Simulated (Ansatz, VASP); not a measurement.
# Cross-check of K3SrOF3 between VASP and Ansatz

Wanted: the spread between two codes on one cell, functional and k mesh. The cell is generated by rule, not measured, and may not be a known phase. The cell is taken from a series of runs on this material, whose earlier steps may have relaxed, scaled, displaced or heated it; both programs get it as it stands.

Method: plane waves, with VASP 6.6.1 beside it; relaxation of cell and atoms at PBE, in Ansatz 0.2.0.

The structure was built from a prototype and need not be the compound's stable phase.

**1. Starting point**

It takes space group P4/mmm (No. 123, tetragonal). The conventional cell has a = 3.735 Å, b = 3.735 Å, c = 10.877 Å, α = 90.00°, β = 90.00°, γ = 90.00°. Nearest to F lie 1 Sr at 2.61 Å and 5 K at 2.64 to 2.83 Å. Nearest to F lie 6 K at 2.64 to 2.75 Å. K has 5 F at 2.64 to 2.75 Å and 1 O at 2.69 Å nearest. Nearest to K lie 6 F at 2.64 to 2.83 Å. Nearest to O lie 4 Sr at 2.64 Å and 2 K at 2.69 Å. Nearest to Sr lie 2 F at 2.61 Å and 4 O at 2.64 Å. Farther neighbours and most contacts between anions are not listed.

Structure file:

```cif
data_structure
_symmetry_space_group_name_H-M 'P4/mmm'
_symmetry_Int_Tables_number 123
_cell_length_a 3.7346
_cell_length_b 3.7346
_cell_length_c 10.8771
_cell_angle_alpha 90.000
_cell_angle_beta 90.000
_cell_angle_gamma 90.000
_cell_volume 151.71
loop_
_atom_site_label
_atom_site_type_symbol
_atom_site_symmetry_multiplicity
_atom_site_Wyckoff_symbol
_atom_site_fract_x
_atom_site_fract_y
_atom_site_fract_z
_atom_site_occupancy
F1 F 2 g 0.00000 0.00000 0.23962 1
F2 F 1 d 0.50000 0.50000 0.50000 1
K1 K 2 h 0.50000 0.50000 0.24724 1
K2 K 1 b 0.00000 0.00000 0.50000 1
O1 O 1 c 0.50000 0.50000 0.00000 1
Sr1 Sr 1 a 0.00000 0.00000 0.00000 1
```

**2. VASP: relaxation of cell and atoms, PBE**

The relaxed volume is the usual yardstick between codes: in a stiff, nearly cubic crystal its relative difference is about their pressure difference at one cell divided by the bulk modulus.

Lines of VASP's logs that name or quote its potential files are left out, and so is its time.

Contents of INCAR:

```
SYSTEM = K3SrOF3
PREC = Accurate
ENCUT = 600
EDIFF = 1E-07
NELM = 120
ISMEAR = 0
SIGMA = 0.01
LREAL = .FALSE.
ALGO = Normal
GGA = PE
NBANDS = 40
LORBIT = 11
LWAVE = .FALSE.
LCHARG = .FALSE.
ISIF = 3
IBRION = 2
NSW = 80
EDIFFG = -0.005
LASPH = .TRUE.
GGA_COMPAT = .FALSE.
NELMIN = 4
EFERMI = MIDGAP
KPAR = 2
```

Contents of POSCAR:

```
K3SrOF3
1.0
    2.6407920000      2.6407920000      0.0000000000
   -2.6407920000      2.6407920000      0.0000000000
    0.0000000000      0.0000000000     10.8771140000
F K O Sr
3 3 1 1
Direct
    0.0000000000      0.0000000000      0.2396187077
    0.5000000000      0.5000000000      0.5000000000
    0.0000000000      0.0000000000      0.7603812923
    0.5000000000      0.5000000000      0.2472358017
    0.0000000000      0.0000000000      0.5000000000
    0.5000000000      0.5000000000      0.7527641983
    0.5000000000      0.5000000000      0.0000000000
    0.0000000000      0.0000000000      0.0000000000
```

Contents of KPOINTS:

```
Automatic mesh
0
Gamma
8 8 2
0 0 0
```

The projector-augmented-wave data sets are F, K_sv, O and Sr_sv (PBE family, release 64).

Launch:

```sh
> mpirun -np 2 vasp_std
```

Numbers of over 12 decimals in the logs are rounded to 6 here.

Output:

```text
[banner, memory and clock lines left out]
running    2 mpi-ranks, on    1 nodes
 distrk:  each k-point on    1 cores,    2 groups
 distr:  one band on    1 cores,    1 groups

 POSCAR found type information on POSCAR F K O Sr
 POSCAR found :  4 types and       8 ions
 LDA part: xc-table for (Slater+PW92), standard interpolation
 POSCAR, INCAR and KPOINTS ok, starting setup
 FFT: planning ... GRIDC
 FFT: planning ... GRID_SOFT
 FFT: planning ... GRID
 WAVECAR not read
 entering main loop
       N       E                     dE             d eps       ncg     rms          rms(c)
DAV:   1     0.588422457985E+03    0.58842E+03   -0.35917E+04  2400   0.172E+03
DAV:   2     0.215656102068E+00   -0.58821E+03   -0.56745E+03  3088   0.438E+02
DAV:   3    -0.388415775660E+02   -0.39057E+02   -0.38852E+02  2896   0.108E+02
DAV:   4    -0.428948116475E+02   -0.40532E+01   -0.40455E+01  4208   0.208E+01
DAV:   5    -0.429345657684E+02   -0.39754E-01   -0.39751E-01  3008   0.281E+00    0.175E+01
DAV:   6    -0.367758858405E+02    0.61587E+01   -0.31117E+01  2832   0.240E+01    0.178E+01
DAV:   7    -0.366870509579E+02    0.88835E-01   -0.20933E+00  3248   0.595E+00    0.118E+01
DAV:   8    -0.365771334442E+02    0.10992E+00   -0.52031E-01  2912   0.433E+00    0.200E+00
DAV:   9    -0.365642840491E+02    0.12849E-01   -0.88246E-02  3080   0.147E+00    0.519E-01
DAV:  10    -0.365625809330E+02    0.17031E-02   -0.23751E-02  3504   0.818E-01    0.224E-01
DAV:  11    -0.365613446413E+02    0.12363E-02   -0.30692E-03  3576   0.299E-01    0.125E-01
DAV:  12    -0.365596256121E+02    0.17190E-02   -0.23953E-03  3104   0.326E-01    0.965E-02
DAV:  13    -0.365594258261E+02    0.19979E-03   -0.92626E-04  3496   0.163E-01    0.495E-02
DAV:  14    -0.365594048038E+02    0.21022E-04   -0.16076E-04  3568   0.824E-02    0.266E-02
DAV:  15    -0.365594042968E+02    0.50707E-06   -0.54467E-05  3048   0.510E-02    0.758E-03
DAV:  16    -0.365594058276E+02   -0.15308E-05   -0.12106E-05  3408   0.202E-02    0.539E-03
DAV:  17    -0.365594060977E+02   -0.27015E-06   -0.92346E-07  3392   0.437E-03    0.366E-03
DAV:  18    -0.365594065649E+02   -0.46722E-06   -0.55140E-07  2408   0.371E-03    0.119E-03
DAV:  19    -0.365594066175E+02   -0.52607E-07   -0.80982E-08  1904   0.220E-03
   1 F= -.36559407E+02 E0= -.36559407E+02  d E =-.365594E+02
[...]
2 F= -.36559515E+02 E0= -.36559515E+02  d E =-.108056E-03
[...]
3 F= -.36559526E+02 E0= -.36559526E+02  d E =-.119307E-03
[...]
4 F= -.36559527E+02 E0= -.36559527E+02  d E =-.120159E-03
[...]
5 F= -.36559526E+02 E0= -.36559526E+02  d E =-.119254E-03
[...]
6 F= -.36559526E+02 E0= -.36559526E+02  d E =-.118927E-03
[...]
7 F= -.36559536E+02 E0= -.36559536E+02  d E =-.105881E-04
 ZBRENT: can't locate minimum, use default step
 trial-energy change:   -0.000011  1 .order   -0.000011   -0.000011   -0.000010
 step:   4.3736(harm=  7.2230)  dis= 0.00174  next Energy=   -36.559563 (dE=-0.376E-04)
 bond charge predicted
       N       E                     dE             d eps       ncg     rms          rms(c)
DAV:   1    -0.365595162762E+02    0.19940E-04   -0.31637E-02  2416   0.858E-01    0.330E-02
DAV:   2    -0.365595623875E+02   -0.46111E-04   -0.64254E-04  2704   0.129E-01    0.198E-02
DAV:   3    -0.365595603615E+02    0.20259E-05   -0.17241E-05  3648   0.178E-02    0.130E-02
DAV:   4    -0.365595583310E+02    0.20305E-05   -0.50199E-06  3336   0.142E-02    0.478E-03
DAV:   5    -0.365595586238E+02   -0.29283E-06   -0.10155E-06  2928   0.473E-03    0.247E-03
DAV:   6    -0.365595589322E+02   -0.30837E-06   -0.78695E-08  2016   0.194E-03    0.870E-04
DAV:   7    -0.365595590859E+02   -0.15374E-06   -0.61255E-08  1960   0.150E-03    0.364E-04
DAV:   8    -0.365595591360E+02   -0.50015E-07   -0.28078E-08  1816   0.112E-03
   8 F= -.36559559E+02 E0= -.36559559E+02  d E =-.335913E-04
 curvature:  -3.40 expect dE=-0.176E-04 dE for cont linesearch -0.773E-05
 trial: gam=-0.18511 g(F)=  0.214E-05 g(S)=  0.304E-05 ort = 0.533E-05 (trialstep = 0.175E+01)
 search vector abs. value=  0.364E-05
 reached required accuracy - stopping structural energy minimisation
```

Parts of OUTCAR (step 2):

```text
ion  position               nearest neighbor table
   1  0.000  0.000  0.240-   8 2.61   4 2.64   4 2.64   4 2.64   4 2.64   5 2.83
   2  0.500  0.500  0.500-   5 2.64   5 2.64   5 2.64   5 2.64   6 2.75   4 2.75
   3  0.000  0.000  0.760-   8 2.61   6 2.64   6 2.64   6 2.64   6 2.64   5 2.83
   4  0.500  0.500  0.247-   1 2.64   1 2.64   1 2.64   1 2.64   7 2.69   2 2.75   8 3.77   8 3.77
                             8 3.77   8 3.77
   5  0.000  0.000  0.500-   2 2.64   2 2.64   2 2.64   2 2.64   3 2.83   1 2.83
   6  0.500  0.500  0.753-   3 2.64   3 2.64   3 2.64   3 2.64   7 2.69   2 2.75   8 3.77   8 3.77
                             8 3.77   8 3.77
   7  0.500  0.500  0.000-   8 2.64   8 2.64   8 2.64   8 2.64   4 2.69   6 2.69
   8  0.000  0.000  0.000-   1 2.61   3 2.61   7 2.64   7 2.64   7 2.64   7 2.64   6 3.77   6 3.77
                             4 3.77   6 3.77   4 3.77   4 3.77   6 3.77   4 3.77

  LATTYP: Found a simple tetragonal cell.
 ALAT       =     3.7346438618
 C/A-ratio  =     2.9124902943

 Subroutine GETGRP returns: Found 16 space group operations
 (whereof 16 operations were pure point group operations)

The static configuration has the point symmetry D_4h.

 Found     30 irreducible k-points:

   k-points           NKPTS =     30   k-points in BZ     NKDIM =     30   number of bands    NBANDS=     40

   dimension x,y,z NGX =    30 NGY =   30 NGZ =   90
   dimension x,y,z NGXF=    60 NGYF=   60 NGZF=  180

   ENCUT  =  600.0 eV  44.10 Ry    6.64 a.u.   7.46  7.46 21.72*2*pi/ulx,y,z

   NELECT =      64.0000    total number of electrons

 k-points in reciprocal lattice and weights: Automatic mesh
   0.00000000  0.00000000  0.00000000       0.008
   0.12500000  0.00000000  0.00000000       0.031
   0.25000000  0.00000000  0.00000000       0.031
   0.37500000  0.00000000  0.00000000       0.031
   0.50000000  0.00000000  0.00000000       0.016
   0.12500000  0.12500000  0.00000000       0.031
   0.25000000  0.12500000  0.00000000       0.062
   0.37500000  0.12500000  0.00000000       0.062
   0.50000000  0.12500000  0.00000000       0.031
[...]
0.50000000  0.37500000  0.50000000       0.031
   0.50000000  0.50000000  0.50000000       0.008

 average (electrostatic) potential at core
       1 -77.9148       2 -77.8701       3 -77.9148       4 -35.5392       5 -36.1644
       6 -35.5392       7 -71.5578       8 -38.3946

 E-fermi :   2.1849

 k-point     1 :       0.0000    0.0000    0.0000
  band No.  band energies     occupation
    ...
     28      -2.7367      2.00000
     29      -2.7367      2.00000
     30       0.3257      2.00000
     31       0.8020      2.00000
     32       0.8020      2.00000
     33       3.5677      0.00000
     34       4.6858      0.00000
     35       5.4687      0.00000
     36       5.5604      0.00000
     37       6.0344      0.00000
    ...

 k-point     2 :       0.1250    0.0000    0.0000
  band No.  band energies     occupation
    ...
     28      -2.8063      2.00000
     29      -2.7865      2.00000
     30       0.3127      2.00000
     31       0.4969      2.00000
     32       0.6600      2.00000
     33       3.8752      0.00000
     34       5.0197      0.00000
     35       5.7528      0.00000
     36       5.7677      0.00000
     37       6.2351      0.00000
    ...

 k-point     3 :       0.2500    0.0000    0.0000
  band No.  band energies     occupation
    ...
     28      -2.9186      2.00000
     29      -2.9043      2.00000
     30      -0.0965      2.00000
     31       0.2748      2.00000
     32       0.3425      2.00000
     33       4.6343      0.00000
     34       5.8637      0.00000
     35       6.1346      0.00000
     36       6.3392      0.00000
     37       6.7983      0.00000
    ...

  Total       -0.0103962     -0.0103962     -0.0169667      0.0000000     -0.0000000     -0.0000000
  in kB       -0.1095569     -0.1095569     -0.1787977      0.0000000     -0.0000000     -0.0000000
  external PRESSURE =      -0.1326372 kB  Pullay stress =       0.0000000 kB

  energy-cutoff  :      600.00
  volume of cell :      152.04
      direct lattice vectors                 reciprocal lattice vectors
     2.642991824  2.642991824 -0.000000000     0.189179549  0.189179549 -0.000000000
    -2.642991824  2.642991824  0.000000000    -0.189179549  0.189179549  0.000000000
     0.000000000  0.000000000 10.882383943     0.000000000  0.000000000  0.091891630

 POSITION                                       TOTAL-FORCE (eV/Angst)
 -----------------------------------------------------------------------------------
      0.00000      0.00000      2.60990         0.000000      0.000000      0.004342
      0.00000      2.64299      5.44119         0.000000     -0.000000     -0.000000
     -2.64299      2.64299      8.27248        -0.000000     -0.000000     -0.004342
      0.00000      2.64299      2.69306         0.000000      0.000000      0.001833
      0.00000      0.00000      5.44119         0.000000     -0.000000     -0.000000
      0.00000      2.64299      8.18932        -0.000000     -0.000000     -0.001833
      0.00000      2.64299     -0.00000        -0.000000     -0.000000     -0.000000
     -0.00000      0.00000      0.00000         0.000000     -0.000000     -0.000000
 -----------------------------------------------------------------------------------
    total drift:                               -0.000000      0.000000      0.000000

  FREE ENERGIE OF THE ION-ELECTRON SYSTEM (eV)
  ---------------------------------------------------
  free  energy   TOTEN  =       -36.5595591360 eV

  energy  without entropy=      -36.5595591360  energy(sigma->0) =      -36.55955914

 reached required accuracy - stopping structural energy minimisation

 total charge
# of ion       s       p       d       tot
------------------------------------------
    1        1.727   4.358   0.000   6.085
    2        1.726   4.355   0.000   6.081
    3        1.727   4.358   0.000   6.085
    4        1.962   5.596   0.041   7.598
    5        1.958   5.592   0.031   7.581
    6        1.962   5.596   0.041   7.598
    7        1.547   3.377   0.000   4.924
    8        2.007   5.790   0.202   7.999
--------------------------------------------------
tot         14.615  39.022   0.315  53.951

[... 3 further parts left out ...]
```

CONTCAR:

```
K3SrOF3
   1.00000000000000
     2.6429918237665277    2.6429918237665277   -0.0000000000000000
    -2.6429918237665277    2.6429918237665277    0.0000000000000000
     0.0000000000000000    0.0000000000000000   10.8823839425342701
  F               K               O               Sr
     3     3     1     1
Direct
     0.0000000000000000    0.0000000000000000    0.2398283719599259
     0.5000000000000000    0.5000000000000000    0.5000000000000000
     0.0000000000000000    1.0000000000000000    0.7601716280400669
     0.5000000000000000    0.5000000000000000    0.2474695798455105
     0.0000000000000000    0.0000000000000000    0.5000000000000000
     0.5000000000000000    0.5000000000000000    0.7525304201544893
     0.5000000000000000    0.5000000000000000    0.0000000000000000
     0.0000000000000000    0.0000000000000000    0.0000000000000000
```

The gap is read on the k-mesh alone, so it is an upper bound where the band edges lie off the mesh. The run keeps the 16 symmetry operations of its start, so it cannot find a distortion of lower symmetry.

(Continued in part 2 of 2.)

[Lines on the potential files, build, host, timing and source positions are cut from VASP's logs without a mark.]

[Logs are printed without paths, hosts, clocks, repeated set-up lines and the standing remarks that a program may print on its own settings, such as how far it seeks lower states.]

[Hosts, paths, dates, database ids (printed as entryN), source tags and the programs' standing remarks are cut or masked in the printed files.]
